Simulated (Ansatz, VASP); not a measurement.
# Cross-check of Ga2S3 between VASP and Ansatz

One calculation is typed for both programs; each brings its own data sets. How far apart do they land? The cell is taken from a series of runs on this material, whose earlier steps may have relaxed, scaled, displaced or heated it; both programs get it as it stands.

Calculated with Ansatz 0.2.0; plane waves, with VASP 6.6.1 beside it; single point at LDA.

**1. The structure**

Symmetry: Cc, No. 9, monoclinic system. The conventional cell has a = 10.774 Å, b = 6.203 Å, c = 6.965 Å, α = 90.00°, β = 120.40°, γ = 90.00°. Ga has 4 S at 2.18 to 2.30 Å nearest. Nearest to Ga lie 4 S at 2.19 to 2.32 Å. Nearest to S lie 2 Ga at 2.18 to 2.19 Å. Nearest to S lie 3 Ga at 2.28 to 2.32 Å. S has 3 Ga at 2.30 Å nearest. Farther neighbours and most contacts between anions are not listed.

**2. Ansatz: single point, LDA, pair 1**

Ansatz runs on its PAW soft_1 files.

With cell and atoms fixed, the geometry can't cause a difference; cores, projectors, grids and the points listed under the comparison can.

input.yaml reads:

```yaml
crystal:
  lattice:
    - [5.386895, -3.101575, 0.0]
    - [5.386895, 3.101575, 0.0]
    - [-3.5249049757, 0.0, 6.0074160114]
  atoms:
    - { symbol: Ga, position: [0.6375703116, 0.4454619339, 0.1241519503] }
    - { symbol: Ga, position: [0.4454619339, 0.6375703116, 0.6241519503] }
    - { symbol: Ga, position: [0.2710287647, 0.1310202948, 0.1174375105] }
    - { symbol: Ga, position: [0.1310202948, 0.2710287647, 0.6174375105] }
    - { symbol: S, position: [0.9099572553, 0.0680769488, 0.984502183] }
    - { symbol: S, position: [0.0680769488, 0.9099572553, 0.484502183] }
    - { symbol: S, position: [0.4441729331, 0.2315380057, 0.5009156327] }
    - { symbol: S, position: [0.2315380057, 0.4441729331, 1.0009156327] }
    - { symbol: S, position: [0.6030508688, 0.7567026833, 0.0058027234] }
    - { symbol: S, position: [0.7567026833, 0.6030508688, 0.5058027234] }
kpoints:
  mp_grid: { grid: [4, 4, 4] }
  band_path:
    path:
      - [0.0, 0.0, 0.0]
      - [-0.36320096, 0.36320096, 0.0]
      - [-0.63679904, -0.36320096, 0.0]
      - [-0.5, -0.5, 0.0]
      - [-0.5, -0.5, 0.5]
      - [-0.72948728, -0.27051272, 0.5]
      - [-0.27051272, 0.27051272, 0.5]
      - [0.0, 0.0, 0.5]
    npoints: 1
hamiltonian:
  xc: lda
  pseudopotentials: { kind: paw, azcp: { folder: soft_1 }, xc_functional: pbe }
scf:
  occupations: { method: fermi_dirac, width: 0.02 }
  n_extra_bands: 7
output:
  eigenvalues: true
  write_density: true
  write_potential: true
  elf: true
  volumetric_format: npy
```

On the command line:

```bash
$ ansatz run input.yaml --threads 4 --pin off --max-ram 138240MiB --backend cuda --events-out ev --progress --plain --runs-dir out --devices 1 --max-vram 26GiB
```

Numbers of over 12 decimals in the logs are rounded to 6 here.

The log of the run:

```text
scf.n_extra_bands = 7 over 44 filled bands (N_el = 88.0): the run solves 51 bands
GPUs: using 1 of 1 available (devices: 1).
Engine: ansatz 0.2.0, x86_64-unknown-linux-gnu
Pseudopotentials: kind: paw
Pseudopotential: Ga, paw, valence charge 13, recommended cutoff 420 eV (normal), soft_1/Ga.paw.azcp
Pseudopotential: S, paw, valence charge 6, recommended cutoff 420 eV (normal), soft_1/S.paw.azcp
Functional definition: SPW92
  exchange = slater_x
  correlation = pw_c
device memory: the entry about to start is reckoned to put 3.6 GiB on a device that reports 57.4 GiB free (of which the cap on the GPU budget leaves the run 26.0 GiB)
GPU FFT provider: cuFFT
GPU libraries: cuBLAS 13.8.2, cuFFT 12.4.0, cuSOLVER 12.3.4
Crystal: 10 atoms, lattice volume = 200.742 Å³
Basis set: ecut = 420 eV, 3933 PW (Γ)
Bands: 51, of which v1, the nominal top of the filled ones, is band 44 counted from 1 (43 counted from 0)
Symmetry: 2 space group operations
Space group: Cc (ITA 9), of the structure as read, at distance tolerance 5.9e-5 Å
k-points: 24 of 64 (time reversal used)
Non-local potential: Ga, projectors of the file, l = 0: 2, l = 1: 2, l = 2: 3, l = 3: 1
Non-local potential: S, projectors of the file, l = 0: 2, l = 1: 2, l = 2: 1
PAW form: soft (Blöchl's): semilocal exchange-correlation on the pseudo side does not see the compensation charge
PAW frozen core: Ga, regenerated for the run's functional, and the local potential with it (the file was generated under x = pbe(κ = 0.804, μ = 0.219515), c = pbe(β = 0.066725))
PAW frozen core: S, regenerated for the run's functional, and the local potential with it (the file was generated under x = pbe(κ = 0.804, μ = 0.219515), c = pbe(β = 0.066725))
PAW one-centre angular grid: Ga, 590 points (default); XC on 64 Gauss nodes
PAW one-centre angular grid: S, 110 points (default); XC on 64 Gauss nodes
Initial density: superposition of atomic densities (chi_scale 0.1, normalization cell, long waves kept (reshape's long-wave potential 0.04 eV rms))
Initial wavefunctions: pseudopotential atomic-orbital guess
GPU buffer pool allocated for 97200 grid points (all kernels)
GPU transforms: local potential and band sums: pruned to the plane-wave sphere, on 45×45×48
Functional: x = slater, c = lda
SCF iter   1: F=—  HF=-20053.119214 eV  |F-HF|=—  |Δ(HF+E_count)|=         —  Δρ=5.05e-2  dr2=3.70e0  ethr=3.10e-3  ⟨swp⟩=8.8  Hψ=5854  notcnv=0
preconditioner: auto → Resta (q_TF=auto, 2.378 Å⁻¹)  ε∞=4.1  [insulator: Δε(μ)=2.042 eV  Ē_g=13.910 eV  σ=0.020 eV  W_gap=1.00  n_scr=52 (ndim 8)  ℏωp=24.6 eV  f_vac=0.000  D(μ)=0.00/eV (n_scr^D=0)  ε∞_Penn≈4.1]
SCF iter   2: F=—  HF=-20052.180648 eV  |F-HF|=—  |Δ(HF+E_count)|=   9.39e-1  Δρ=2.38e-2  dr2=9.04e-1  ethr=3.10e-3  ⟨swp⟩=4.0  Hψ=2707  notcnv=0  defer=24
SCF iter   3: F=—  HF=-20051.867185 eV  |F-HF|=—  |Δ(HF+E_count)|=   3.13e-1  Δρ=6.43e-3  dr2=6.77e-2  ethr=1.03e-3  ⟨swp⟩=3.0  Hψ=2537  notcnv=0  defer=24
SCF iter   4: F=—  HF=-20051.815995 eV  |F-HF|=—  |Δ(HF+E_count)|=   5.12e-2  Δρ=2.27e-3  dr2=1.03e-2  ethr=7.70e-5  ⟨swp⟩=3.0  Hψ=2541  notcnv=0  defer=24
SCF iter   5: F=—  HF=-20051.817156 eV  |F-HF|=—  |Δ(HF+E_count)|=   1.16e-3  Δρ=7.65e-4  dr2=1.52e-3  ethr=1.17e-5  ⟨swp⟩=2.0  Hψ=2400  notcnv=0  defer=24
SCF iter   6: F=—  HF=-20051.816754 eV  |F-HF|=—  |Δ(HF+E_count)|=   4.02e-4  Δρ=1.99e-4  dr2=1.14e-4  ethr=1.72e-6  ⟨swp⟩=2.5  Hψ=1900  notcnv=0  defer=24
SCF iter   7: F=—  HF=-20051.816874 eV  |F-HF|=—  |Δ(HF+E_count)|=   1.20e-4  Δρ=7.25e-5  dr2=1.28e-5  ethr=1.30e-7  ⟨swp⟩=3.0  Hψ=2481  notcnv=0  defer=24
SCF iter   8: F=—  HF=-20051.816974 eV  |F-HF|=—  |Δ(HF+E_count)|=   1.00e-4  Δρ=1.99e-5  dr2=1.04e-6  ethr=1.46e-8  ⟨swp⟩=3.0  Hψ=2314  notcnv=0  defer=24
SCF iter   9: F=—  HF=-20051.816975 eV  |F-HF|=—  |Δ(HF+E_count)|=   2.44e-7  Δρ=9.94e-6  dr2=2.47e-7  ethr=1.18e-9  ⟨swp⟩=2.0  Hψ=2256  notcnv=0  defer=24
SCF iter  10: F=-20051.816974 eV  HF=-20051.816975 eV  |F-HF|=5.98e-8  |Δ(HF+E_count)|=   8.11e-8  Δρ=3.97e-6  dr2=2.23e-8  ethr=1.14e-10  ⟨swp⟩=11.6  Hψ=4179  notcnv=0
SCF 1 converged in 10 iterations: F = -20051.816974 eV  dr2 = 2.23e-8
  greatest PAW one-centre occupation: 0.995 electrons in one spin orbital (limit 2), on the Ga atom at site 0 (counted from 0), in its partial waves of l = 2
device memory: the entry about to start is reckoned to put 5.0 GiB on a device that reports 57.4 GiB free (of which the cap on the GPU budget leaves the run 26.0 GiB)
NSCF: frozen V_eff on 8 k-points
SCF converged after 10 iterations
Free energy (F): -20051.816974 eV
Harris-Foulkes:  -20051.816975 eV  (|F-HF|=5.98e-8)
Internal energy: -20051.816974 eV  (E = F + TS)
E sigma→0 (E₀):  -20051.816974 eV
Fermi energy:    7.196651 eV
--- Per-component energies (eV) ---
  E_band       = -317.189572
  E_kinetic    = 1087.272396
  E_local      = -7693.652676  (includes V_loc(G=0)·N_el)
  E_nonlocal   = -145.119668
  E_hartree    = 4437.108136
  E_xc         = -781.181419
  E_vxc        = -723.209472  (∫ρ·V_xc dr)
  E_paw        = -11132.129702  (= ΣΔE_a)
  E_vpaw       = -1716.696611  (= ΣTr[D̂ρ^β])
  E_aug_tail   = -0.000890  (compensation charges beyond the density's cutoff)
  E_ewald      = -5831.946263
  E_core_change = 7.833111  (= ΣΔE_core)
  E_smearing   = -0.000000  (= −TS)
  E_closure    = -0.000000  (closes the sum)
  Σ components = -20051.816974   (vs F -20051.816974, Δ=0.00e0)
--- Band table (eV; the first three rows and the last of 24) ---
  k-point 0: bands = [... 40 lower, 5.3425, 5.7210, 5.8986, 6.3246, 8.0676, 8.5937, 9.3546, 9.6059, ... 3 higher]
  k-point 1: bands = [... 40 lower, 5.2870, 5.3733, 5.8012, 6.0401, 8.7382, 8.9034, 9.2978, 9.6840, ... 3 higher]
  k-point 2: bands = [... 40 lower, 5.3080, 5.3080, 5.7912, 5.7912, 9.2190, 9.2190, 9.5492, 9.5492, ... 3 higher]
  k-point 23: bands = [... 40 lower, 4.7033, 4.7033, 5.6356, 5.6356, 8.5997, 8.5997, 9.6005, 9.6005, ... 3 higher]
```

In the SCF lines HF is the Harris–Foulkes energy and dr2 the Hartree energy of the density residual, in eV; the loop may stop once dr2 is under the threshold and the program's other checks hold. Hψ counts applications of the Hamiltonian.

**3. VASP: single point, LDA, pair 1**

The same cell, functional (in two slightly different forms), mesh and smearing now go to VASP, with its own data sets.

Lines of VASP's logs that name or quote its potential files are left out, and so is its time.

INCAR reads:

```
SYSTEM = Ga2S3
PREC = Accurate
ENCUT = 400
EDIFF = 1E-06
NELM = 120
ISMEAR = -1
SIGMA = 0.02
LREAL = .FALSE.
ALGO = Normal
GGA = PW92
NBANDS = 54
LORBIT = 11
LWAVE = .FALSE.
LCHARG = .FALSE.
ISIF = 2
LASPH = .TRUE.
GGA_COMPAT = .FALSE.
EFERMI = MIDGAP
KPAR = 2
```

POSCAR reads:

```
Ga2S3
1.0
    5.3868950000     -3.1015750000      0.0000000000
    5.3868950000      3.1015750000      0.0000000000
   -3.5249049757      0.0000000000      6.0074160114
Ga S
4 6
Direct
    0.6375703116      0.4454619339      0.1241519503
    0.4454619339      0.6375703116      0.6241519503
    0.2710287647      0.1310202948      0.1174375105
    0.1310202948      0.2710287647      0.6174375105
    0.9099572553      0.0680769488      0.9845021830
    0.0680769488      0.9099572553      0.4845021830
    0.4441729331      0.2315380057      0.5009156327
    0.2315380057      0.4441729331      0.0009156327
    0.6030508688      0.7567026833      0.0058027234
    0.7567026833      0.6030508688      0.5058027234
```

KPOINTS reads:

```
Automatic mesh
0
Gamma
4 4 4
0 0 0
```

The projector-augmented-wave data sets are Ga_d and S (LDA family, release 64).

On the command line:

```bash
$ mpirun -np 2 vasp_std
```

The log of the run:

```text
[banner, memory and clock lines left out]
running    2 mpi-ranks, on    1 nodes
 distrk:  each k-point on    1 cores,    2 groups
 distr:  one band on    1 cores,    1 groups

 POSCAR found type information on POSCAR GaS
 POSCAR found :  2 types and      10 ions
|                                                                             |
|               ----> ADVICE to this user running VASP <----                  |
|                                                                             |
|     You enforced a specific xc type in the INCAR file but a different       |
|     [... a line on the potential file left out ...]
|     I HOPE YOU KNOW WHAT YOU ARE DOING!                                     |
|                                                                             |

 LDA part: xc-table for (Slater(with rela. corr.)+PW92), standard interpolation
 POSCAR, INCAR and KPOINTS ok, starting setup
 FFT: planning ... GRIDC
 FFT: planning ... GRID_SOFT
 FFT: planning ... GRID
 WAVECAR not read
 entering main loop
       N       E                     dE             d eps       ncg     rms          rms(c)
DAV:   1     0.846668615549E+03    0.84667E+03   -0.33335E+04  2844   0.196E+03
DAV:   2     0.105274784019E+03   -0.74139E+03   -0.71388E+03  2896   0.580E+02
DAV:   3    -0.397807532341E+02   -0.14506E+03   -0.14097E+03  3104   0.176E+02
DAV:   4    -0.508415378302E+02   -0.11061E+02   -0.10986E+02  3434   0.518E+01
DAV:   5    -0.511804945274E+02   -0.33896E+00   -0.33813E+00  3618   0.921E+00    0.164E+01
DAV:   6    -0.494028640694E+02    0.17776E+01   -0.30540E+00  4084   0.270E+01    0.114E+01
DAV:   7    -0.492375051977E+02    0.16536E+00   -0.20493E+00  3648   0.738E+00    0.284E+00
DAV:   8    -0.492143150968E+02    0.23190E-01   -0.44201E-01  3306   0.659E+00    0.204E+00
DAV:   9    -0.492134515791E+02    0.86352E-03   -0.48896E-02  3464   0.179E+00    0.373E-01
DAV:  10    -0.492128010595E+02    0.65052E-03   -0.70901E-03  3842   0.619E-01    0.166E-01
DAV:  11    -0.492129856355E+02   -0.18458E-03   -0.24892E-03  2994   0.288E-01    0.140E-01
DAV:  12    -0.492129804992E+02    0.51363E-05   -0.14076E-04  3760   0.199E-01    0.598E-02
DAV:  13    -0.492129811700E+02   -0.67081E-06   -0.56932E-05  3786   0.134E-01    0.245E-02
DAV:  14    -0.492129820697E+02   -0.89965E-06   -0.11793E-05  2880   0.601E-02    0.169E-02
DAV:  15    -0.492129824316E+02   -0.36189E-06   -0.34252E-06  2192   0.187E-02
   1 F= -.49212982E+02 E0= -.49212982E+02  d E =-.154607E-20
```

From OUTCAR (step 3):

```text
ion  position               nearest neighbor table
   1  0.638  0.445  0.124-   5 2.18   8 2.28  10 2.30   9 2.30
   2  0.445  0.638  0.624-   6 2.18   7 2.28   9 2.30  10 2.30
   3  0.271  0.131  0.117-   5 2.19   8 2.29   9 2.30   7 2.32
   4  0.131  0.271  0.617-   6 2.19   7 2.29  10 2.30   8 2.32
   5  0.910  0.068  0.985-   1 2.18   3 2.19
   6  0.068  0.910  0.485-   2 2.18   4 2.19
   7  0.444  0.232  0.501-   2 2.28   4 2.29   3 2.32
   8  0.232  0.444  0.001-   1 2.28   3 2.29   4 2.32
   9  0.603  0.757  0.006-   3 2.30   2 2.30   1 2.30
  10  0.757  0.603  0.506-   4 2.30   1 2.30   2 2.30

  LATTYP: Found a base centered monoclinic cell.
 ALAT       =    10.7737900000
 B/A-ratio  =     0.5757630323
 C/A-ratio  =     0.6464948145
 COS(beta)  =    -0.5060738092

 Subroutine GETGRP returns: Found  2 space group operations
 (whereof  1 operations were pure point group operations)

The static configuration has the point symmetry C_1 .
 The point group associated with its full space group is C_1h.

 Found     24 irreducible k-points:

   k-points           NKPTS =     24   k-points in BZ     NKDIM =     24   number of bands    NBANDS=     54

   dimension x,y,z NGX =    42 NGY =   42 NGZ =   48
   dimension x,y,z NGXF=    84 NGYF=   84 NGZF=   96

   ENCUT  =  400.0 eV  29.40 Ry    5.42 a.u.  10.14 10.14 11.36*2*pi/ulx,y,z

   NELECT =      88.0000    total number of electrons

 k-points in reciprocal lattice and weights: Automatic mesh
   0.00000000  0.00000000  0.00000000       0.016
   0.25000000  0.00000000  0.00000000       0.062
   0.50000000  0.00000000  0.00000000       0.031
   0.25000000  0.25000000  0.00000000       0.031
   0.50000000  0.25000000  0.00000000       0.062
  -0.25000000  0.25000000  0.00000000       0.031
   0.50000000  0.50000000  0.00000000       0.016
   0.00000000  0.00000000  0.25000000       0.031
   0.25000000  0.00000000  0.25000000       0.062
[...]
-0.25000000  0.25000000  0.50000000       0.031
   0.50000000  0.50000000  0.50000000       0.016

 average (electrostatic) potential at core
       1 -67.2488       2 -67.2488       3 -67.2536       4 -67.2536       5 -86.9354
       6 -86.9354       7 -87.8779       8 -87.8779       9 -87.8210      10 -87.8210

 E-fermi :   4.9976

 k-point     1 :       0.0000    0.0000    0.0000
  band No.  band energies     occupation
    ...
     40       2.8274      2.00000
     41       3.1258      2.00000
     42       3.5036      2.00000
     43       3.6828      2.00000
     44       4.1109      2.00000
     45       5.8842      0.00000
     46       6.4045      0.00000
     47       7.1591      0.00000
     48       7.4118      0.00000
     49       7.9575      0.00000
    ...

 k-point     2 :       0.2500    0.0000    0.0000
  band No.  band energies     occupation
    ...
     40       2.1611      2.00000
     41       2.5083      2.00000
     42       2.9803      2.00000
     43       3.3302      2.00000
     44       4.0242      2.00000
     45       6.5914      0.00000
     46       6.6965      0.00000
     47       7.1379      0.00000
     48       7.4808      0.00000
     49       8.0465      0.00000
    ...

 k-point     3 :       0.5000    0.0000    0.0000
  band No.  band energies     occupation
    ...
     40       2.0594      2.00000
     41       2.4216      2.00000
     42       2.6999      2.00000
     43       2.8202      2.00000
     44       3.9314      2.00000
     45       6.3743      0.00000
     46       6.4422      0.00000
     47       7.1876      0.00000
     48       7.6847      0.00000
     49       7.7262      0.00000
    ...

  Total        1.3340417      1.3823766     -1.2268919      0.0000000      0.0000000      0.0291419
  in kB       10.6473490     11.0331232     -9.7921570      0.0000000      0.0000000      0.2325894
  external PRESSURE =       3.9627717 kB  Pullay stress =       0.0000000 kB

  energy-cutoff  :      400.00
  volume of cell :      200.74
      direct lattice vectors                 reciprocal lattice vectors
     5.386895000 -3.101575000  0.000000000     0.092817848 -0.161208418  0.054461701
     5.386895000  3.101575000  0.000000000     0.092817848  0.161208418  0.054461701
    -3.524904976  0.000000000  6.007416011     0.000000000  0.000000000  0.166460921

 POSITION                                       TOTAL-FORCE (eV/Angst)
 -----------------------------------------------------------------------------------
      5.39656     -0.59584      0.74583        -0.002630     -0.004045      0.000446
      3.63410      0.59584      3.74954        -0.002630      0.004045      0.000446
      1.75184     -0.43425      0.70550        -0.001673      0.005642     -0.012675
     -0.01061      0.43425      3.70920        -0.001673     -0.005642     -0.012675
      1.79829     -2.61115      5.91431         0.005420      0.002871      0.005368
      3.56074      2.61115      2.91061         0.005420     -0.002871      0.005368
      1.87430     -0.65950      3.00921        -0.000594     -0.002133      0.005318
      3.63676      0.65950      0.00550        -0.000594      0.002133      0.005318
      7.30440      0.47656      0.03486        -0.000524     -0.000813      0.001543
      5.54194     -0.47656      3.03857        -0.000524      0.000813      0.001543
 -----------------------------------------------------------------------------------
    total drift:                               -0.001298      0.000000     -0.000621

  FREE ENERGIE OF THE ION-ELECTRON SYSTEM (eV)
  ---------------------------------------------------
  free  energy   TOTEN  =       -49.2129824316 eV

  energy  without entropy=      -49.2129824316  energy(sigma->0) =      -49.21298243

 total charge
# of ion       s       p       d       tot
------------------------------------------
    1        0.844   0.837  10.074  11.754
    2        0.844   0.837  10.074  11.754
    3        0.845   0.827  10.071  11.743
    4        0.845   0.827  10.071  11.743
    5        1.349   2.381   0.000   3.729
    6        1.349   2.381   0.000   3.729
    7        1.344   2.383   0.000   3.726
    8        1.344   2.383   0.000   3.726
    9        1.343   2.384   0.000   3.727
   10        1.343   2.384   0.000   3.727
--------------------------------------------------
tot         11.448  17.622  40.290  69.360

[... 3 further parts left out ...]
```

The run ends at a pressure of 0.40 GPa, with forces up to 0.014 eV/Å.

**4. Side by side**

Known differences besides the potentials themselves: the cutoff is 420 eV in Ansatz and 400 eV in VASP; VASP's log shows a relativistic correction to its local exchange, Ansatz's none. Total energies have different zeros and are not compared.

The two programs side by side:

| quantity | Ansatz | VASP | difference |
| --- | --- | --- | --- |
| gap on the k mesh (eV) | 1.743 | 1.773 | -0.030 |

A gap on the mesh is an upper bound, since the band edges may lie between its points.

[end of part 1 of 2]

[Lines on the potential files, build, host, timing and source positions are cut from VASP's logs without a mark.]

[Logs are printed without paths, hosts, clocks, repeated set-up lines and the standing remarks that a program may print on its own settings, such as how far it seeks lower states.]

[Hosts, paths, dates, database ids (printed as entryN), source tags and the programs' standing remarks are cut or masked in the printed files.]
